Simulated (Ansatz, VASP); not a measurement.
# GaSiMo (GaSiMo in the AlB2 type) in two plane-wave programs

Aim: how closely do two programs agree when they are given the same cell, functional and k mesh? The cell is generated by rule, not measured, and may not be a known phase. Of the first pair: The two relaxations start from unlike cells of this crystal (the structure described is Ansatz's start), so only their ends are compared.

Method: plane waves, with VASP 6.6.1 beside it; relaxation of cell and atoms at PBEsol and zone-centre phonons at PBEsol, in Ansatz 0.2.0.

### 1. The starting structure

It takes space group P-6m2 (No. 187, hexagonal). Conventional cell: a = 3.931 Å, b = 3.931 Å, c = 4.127 Å, α = 90.00°, β = 90.00°, γ = 120.00°. Nearest to Mo lie 6 Ga at 3.07 Å and 6 Si at 3.07 Å. Nearest to Ga lie 3 Si at 2.27 Å and 6 Mo at 3.07 Å. Nearest to Si lie 3 Ga at 2.27 Å and 6 Mo at 3.07 Å. Farther neighbours are not listed.

Coordinates:

```cif
data_structure
_symmetry_space_group_name_H-M 'P-6m2'
_symmetry_Int_Tables_number 187
_cell_length_a 3.9308
_cell_length_b 3.9308
_cell_length_c 4.1273
_cell_angle_alpha 90.000
_cell_angle_beta 90.000
_cell_angle_gamma 120.000
_cell_volume 55.23
loop_
_atom_site_label
_atom_site_type_symbol
_atom_site_symmetry_multiplicity
_atom_site_Wyckoff_symbol
_atom_site_fract_x
_atom_site_fract_y
_atom_site_fract_z
_atom_site_occupancy
Mo1 Mo 1 a 0.00000 0.00000 0.00000 1
Ga1 Ga 1 d 0.33333 0.66667 0.50000 1
Si1 Si 1 f 0.66667 0.33333 0.50000 1
```

### 2. Ansatz: relaxation of cell and atoms, PBEsol

Ansatz runs on its PAW soft_1 files.

The relaxed volume is the usual yardstick between codes: in a stiff, nearly cubic crystal its relative difference is about their pressure difference at one cell divided by the bulk modulus.

The input, input.yaml:

```yaml
crystal:
  lattice:
    - [3.93079, 0.0, 0.0]
    - [-1.96539, 3.40416, 0.0]
    - [0.0, 0.0, 4.12733]
  atoms:
    - { symbol: Mo, position: [0.0, 0.0, 0.0] }
    - { symbol: Ga, position: [0.33333333, 0.66666667, 0.5] }
    - { symbol: Si, position: [0.66666667, 0.33333333, 0.5] }
kpoints:
  mp_grid: { grid: [6, 6, 6] }
hamiltonian:
  xc: pbesol
  pseudopotentials: { kind: paw, azcp: { folder: soft_1 }, xc_functional: pbe }
scf:
  occupations: { method: gaussian, width: 0.1 }
output:
  forces: true
  stress: true
  eigenvalues: true
relax:
  adjacent_minimum: "off"
  f_tol: 0.05
  max_steps: 80
  cell: { stress_tol: 0.5 }
```

Run with:

```sh
$ ansatz run input.yaml --threads 4 --pin off --max-ram 12288MiB --backend cpu --events-out ev --progress --plain --runs-dir out
```

Numbers of over 12 decimals in the logs are rounded to 6 here.

Log:

```text
The last accepted step is kept in <dir> (removed where the run ends without a failure and the disk answers)
Engine: ansatz 0.2.0, x86_64-unknown-linux-gnu
Pseudopotentials: kind: paw
Pseudopotential: Mo, paw, valence charge 14, recommended cutoff 420 eV (normal), soft_1/Mo.paw.azcp
Pseudopotential: Ga, paw, valence charge 13, recommended cutoff 420 eV (normal), soft_1/Ga.paw.azcp
Pseudopotential: Si, paw, valence charge 4, recommended cutoff 420 eV (normal), soft_1/Si.paw.azcp
Functional definition: PBEsol
  exchange = pbesol_x
  correlation = pbesol_c
Crystal: 3 atoms, lattice volume = 55.228 Å³
Basis set: ecut = 420 eV, 1105 PW (Γ), exchange–correlation on 54×54×60 points (8 copies of the dense FFT grid, shifted against one another)
Bands: 20, of which v1, the nominal top of the filled ones, is band 16 counted from 1 (15 counted from 0)
Symmetry: 12 space group operations
Space group: P-6m2 (ITA 187), of the structure as read, at distance tolerance 3.8e-5 Å
k-points: 28 of 216 (time reversal used)
Non-local potential: Mo, projectors of the file, l = 0: 3, l = 1: 2, l = 2: 2, l = 3: 1
Non-local potential: Ga, projectors of the file, l = 0: 2, l = 1: 2, l = 2: 3, l = 3: 1
Non-local potential: Si, projectors of the file, l = 0: 2, l = 1: 2, l = 2: 1
PAW form: soft (Blöchl's): semilocal exchange-correlation on the pseudo side does not see the compensation charge
PAW frozen core: Mo, regenerated for the run's functional, and the local potential with it (the file was generated under x = pbe(κ = 0.804, μ = 0.219515), c = pbe(β = 0.066725))
PAW frozen core: Ga, regenerated for the run's functional, and the local potential with it (the file was generated under x = pbe(κ = 0.804, μ = 0.219515), c = pbe(β = 0.066725))
PAW frozen core: Si, regenerated for the run's functional, and the local potential with it (the file was generated under x = pbe(κ = 0.804, μ = 0.219515), c = pbe(β = 0.066725))
PAW one-centre angular grid: Mo, 590 points (default); XC on 64 Gauss nodes
PAW one-centre angular grid: Ga, 590 points (default); XC on 64 Gauss nodes
PAW one-centre angular grid: Si, 110 points (default); XC on 64 Gauss nodes
Initial density: superposition of atomic densities (chi_scale 0.1, normalization cell, long waves kept (reshape's long-wave potential 0.00 eV rms))
Initial wavefunctions: pseudopotential atomic-orbital guess
Functional: x = pbesol(κ = 0.804, μ = 0.123457), c = pbesol(β = 0.046)
SCF iter   1: F=—  HF=-9262.212584 eV  |F-HF|=—  |Δ(HF+E_count)|=         —  Δρ=1.22e-1  dr2=1.94e1  ethr=3.10e-3  ⟨swp⟩=6.1  Hψ=2792  notcnv=0
preconditioner: auto → Kerker (q_TF=auto, 2.478 Å⁻¹)  [metal: Δε(μ)=0.056 eV  Ē_g=11.808 eV  σ=0.100 eV  W_gap=0.31  n_scr=20 (ndim 8)  ℏωp=24.0 eV  f_vac=0.000  D(μ)=2.50/eV (n_scr^D=20)]
SCF iter   2: F=—  HF=-9259.131366 eV  |F-HF|=—  |Δ(HF+E_count)|=    3.08e0  Δρ=2.57e-2  dr2=1.98e-1  ethr=3.10e-3  ⟨swp⟩=3.0  Hψ=1449  notcnv=0  defer=3
SCF iter   3: F=—  HF=-9259.107318 eV  |F-HF|=—  |Δ(HF+E_count)|=   2.40e-2  Δρ=1.60e-2  dr2=8.91e-2  ethr=6.38e-4  ⟨swp⟩=2.1  Hψ=1224  notcnv=0  defer=1
SCF iter   4: F=—  HF=-9259.111727 eV  |F-HF|=—  |Δ(HF+E_count)|=   4.41e-3  Δρ=7.02e-3  dr2=2.01e-2  ethr=2.88e-4  ⟨swp⟩=2.0  Hψ=1004  notcnv=0  defer=1
SCF iter   5: F=—  HF=-9259.094075 eV  |F-HF|=—  |Δ(HF+E_count)|=   1.77e-2  Δρ=2.05e-3  dr2=2.10e-3  ethr=6.47e-5  ⟨swp⟩=2.1  Hψ=901  notcnv=0  defer=1
SCF iter   6: F=—  HF=-9259.093262 eV  |F-HF|=—  |Δ(HF+E_count)|=   8.13e-4  Δρ=6.49e-4  dr2=1.49e-4  ethr=6.79e-6  ⟨swp⟩=2.1  Hψ=846  notcnv=0  defer=1
SCF iter   7: F=—  HF=-9259.093213 eV  |F-HF|=—  |Δ(HF+E_count)|=   4.87e-5  Δρ=1.09e-4  dr2=9.74e-6  ethr=4.81e-7  ⟨swp⟩=2.8  Hψ=1054  notcnv=0  defer=1
SCF iter   8: F=—  HF=-9259.093221 eV  |F-HF|=—  |Δ(HF+E_count)|=   7.85e-6  Δρ=3.71e-5  dr2=1.16e-6  ethr=3.14e-8  ⟨swp⟩=2.7  Hψ=888  notcnv=0  defer=1
SCF iter   9: F=-9259.093221 eV  HF=-9259.093221 eV  |F-HF|=4.65e-8  |Δ(HF+E_count)|=   1.16e-7  Δρ=9.22e-6  dr2=8.16e-8  ethr=3.23e-10  ⟨swp⟩=3.2  Hψ=2253  notcnv=0
SCF 1 converged in 9 iterations: F = -9259.093221 eV  dr2 = 8.16e-8
  greatest PAW one-centre occupation: 0.998 electrons in one spin orbital (limit 2), on the Mo atom at site 0 (counted from 0), in its partial waves of l = 0
relax step   1: F+E_penalty+E_count = -9259.09322082 eV  Δ(F+E_penalty+E_count) = +0.000e0 eV  max|allowed force component| = 1.222e-16 eV/Å  Δτ_max = 0.0000 Å  P = -13.375 GPa  Ω = 55.228 Å³  (9 SCF iters, dr2 threshold 1.00e-7 eV, accepted)
[...]
relax step  11: F+E_penalty+E_count = -9261.94866348 eV  Δ(F+E_penalty+E_count) = -1.686e-2 eV  max|allowed force component| = 2.390e-17 eV/Å  Δτ_max = 0.0000 Å  P = -0.194 GPa  Ω = 42.753 Å³  energy of the carried Pulay correction = +1.381e-3 eV  (6 SCF iters, dr2 threshold 3.00e-7 eV, accepted)
[...]
relax step  12: F+E_penalty+E_count = -9261.93544952 eV  Δ(F+E_penalty+E_count) = +1.321e-2 eV  max|allowed force component| = 1.118e-17 eV/Å  Δτ_max = 0.0000 Å  P = -1.421 GPa  Ω = 42.730 Å³  energy of the carried Pulay correction = +1.384e-3 eV  (6 SCF iters, dr2 threshold 3.00e-7 eV, rejected (line search))
[...]
relax step  13: F+E_penalty+E_count = -9261.95601696 eV  Δ(F+E_penalty+E_count) = -7.353e-3 eV  max|allowed force component| = 1.658e-17 eV/Å  Δτ_max = 0.0000 Å  P = +0.073 GPa  Ω = 42.473 Å³  energy of the carried Pulay correction = +1.416e-3 eV  (6 SCF iters, accepted)
[...]
relax step  14: F+E_penalty+E_count = -9261.95606030 eV  Δ(F+E_penalty+E_count) = -4.334e-5 eV  max|allowed force component| = 1.696e-17 eV/Å  Δτ_max = 0.0000 Å  P = +0.118 GPa  Ω = 42.473 Å³  stress off target by 1.98e-1 GPa  SCF on the basis re-selected at this cell (its energy is not comparable with the rows above)  (6 SCF iters)
basis re-selected at this cell: Δ(F+E_penalty+E_count) = -4.334e-5 eV, ΔP = +0.045 GPa vs the last step (what re-selecting the basis moved, of the pressure what is left beyond the Pulay correction that the steps carried, after the strain that the cell walked since its last selection, with what the two solves' SCF thresholds leave and, on support functions, any second-order correction that the steps lacked; it is no measure of the basis error at this ecutwfc). The dense FFT grid was sized anew with the basis: this SCF ran on 30×30×18 points, the steps before it on 27×27×30, so part of this shift can come from that change (see relax.cell in the input reference). [rest of the remark cut]
SCF converged after 6 iterations
Free energy (F): -9261.956060 eV
Harris-Foulkes:  -9261.956060 eV  (|F-HF|=3.64e-12)
Internal energy: -9261.947042 eV  (E = F + TS)
E sigma→0 (E₀):  -9261.951551 eV
Entropy (-TS):   -0.009018 eV (-3.006 meV/atom)
Fermi energy:    16.240788 eV
--- Per-component energies (eV) ---
  E_band       = -41.276538
  E_kinetic    = 580.712042
  E_local      = -2236.189711  (includes V_loc(G=0)·N_el)
  E_nonlocal   = 81.494605
  E_hartree    = 1214.338251
  E_xc         = -296.928568
  E_vxc        = -327.023413  (∫ρ·V_xc dr)
  E_paw        = -5603.851680  (= ΣΔE_a)
  E_vpaw       = -568.946392  (= ΣTr[D̂ρ^β])
  E_aug_tail   = -0.000124  (compensation charges beyond the density's cutoff)
  E_ewald      = -3002.625696
  E_core_change = 1.103840  (= ΣΔE_core)
  E_smearing   = -0.009018  (= −TS)
  E_closure    = -0.000000  (closes the sum)
  Σ components = -9261.956060   (vs F -9261.956060, Δ=0.00e0)
--- Forces (eV/Å), atoms counted from 1 ---
  atom   1  Mo     0.00000000    -0.00000000     0.00000000
  atom   2  Ga    -0.00000000     0.00000000     0.00000000
  atom   3  Si     0.00000000     0.00000000     0.00000000
  max |Σ_I F_I| component: 9.83e-18 eV/Å
--- Stress (GPa, compression-positive) ---
        0.198263       0.000000       0.000000
        0.000000       0.198263       0.000000
        0.000000       0.000000      -0.042349
  P = ⅓ Tr σ = 0.1181 GPa (1.181 kbar)
--- Band table (eV; the first three rows and the last of 28) ---
  k-point 0: bands = [... 12 lower, 12.2624, 12.7433, 16.4277, 16.4277, 17.9231, 17.9231, 20.0280, 20.0280]
  k-point 1: bands = [... 12 lower, 12.9483, 13.5482, 14.7893, 14.7893, 18.8181, 19.4983, 19.4983, 19.7214]
  k-point 2: bands = [... 12 lower, 12.8595, 13.1288, 13.1288, 14.6745, 18.0580, 18.0580, 18.6420, 21.8674]
  k-point 27: bands = [... 12 lower, 12.3858, 13.4387, 15.6132, 16.3048, 16.7900, 16.9350, 17.2200, 22.4993]
--- Relaxed structure (13 steps of the walk, 12 accepted, 1 SCFs on fresh bases) ---
  F+E_penalty+E_count = -9261.95606030 eV   max|allowed force component| = 1.696e-17 eV/Å   (the final SCF, on the basis selected at the relaxed cell)
  cell:  # Å, volume = 42.4729 Å³
    - [4.306339, -3.16255434876824e-6, 0.0]
    - [-2.153167, 3.729400, 0.0]
    - [0.0, 0.0, 2.644631]
  atoms:
    - { symbol: Mo, position: [0, 0, 0.0] }
    - { symbol: Ga, position: [0.333333, 0.666667, 0.5] }
    - { symbol: Si, position: [0.666667, 0.333333, 0.5] }
```

In the SCF lines HF is the Harris–Foulkes energy and dr2 the Hartree energy of the density residual, in eV; the loop may stop once dr2 is under the threshold and the program's other checks hold. Hψ counts applications of the Hamiltonian.

[end of part 1 of 2]

[Lines on the potential files, build, host, timing and source positions are cut from VASP's logs without a mark.]

[Logs are printed without paths, hosts, clocks, repeated set-up lines and the standing remarks that a program may print on its own settings, such as how far it seeks lower states.]

[Hosts, paths, dates, database ids (printed as entryN), source tags and the programs' standing remarks are cut or masked in the printed files.]
